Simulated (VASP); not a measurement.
Consider the following.

```
AlFe
1.0
    2.91000     0.00000     0.00000
    0.00000     2.91000     0.00000
    0.00000     0.00000     2.91000
Al Fe
1 1
Cartesian
  1.45500   1.45500   1.45500
  0.00000   0.00000   0.00000
```

Method: PBE GGA, VASP's PBE PAW potentials (set 64) (plane waves; VASP). Settings: 480 eV cut-off, 11×11×11 Γ-centred mesh, first-order Methfessel-Paxton smearing of 0.10 eV, potentials Al Fe.

Energy and stress use the plane-wave basis of the starting cell.

Task: The ions, cell shape and volume are relaxed. Predict the relaxed structure.

Result: 
```
AlFe
1.0
    2.86865     0.00000     0.00000
    0.00000     2.86865     0.00000
    0.00000     0.00000     2.86865
Al Fe
1 1
Direct
  0.50000   0.50000   0.50000
  0.00000   0.00000   0.00000
```
Space group Pm-3m (221), at a tolerance of 0.03 Å.

Task: How do energy and volume change from the first to the last step?

Result: The energy (σ→0) changes by -12.0 meV/atom and the volume by -4.2 %, in 3 ionic steps.

The compound is FeAl in the CsCl type structure. This run relaxes it. Symmetry was kept, so distortions that lower it aren't found. The run is not spin-polarised, so no magnetic state was tried. The electron count is odd and the run is not spin-polarised, which forces a metal.
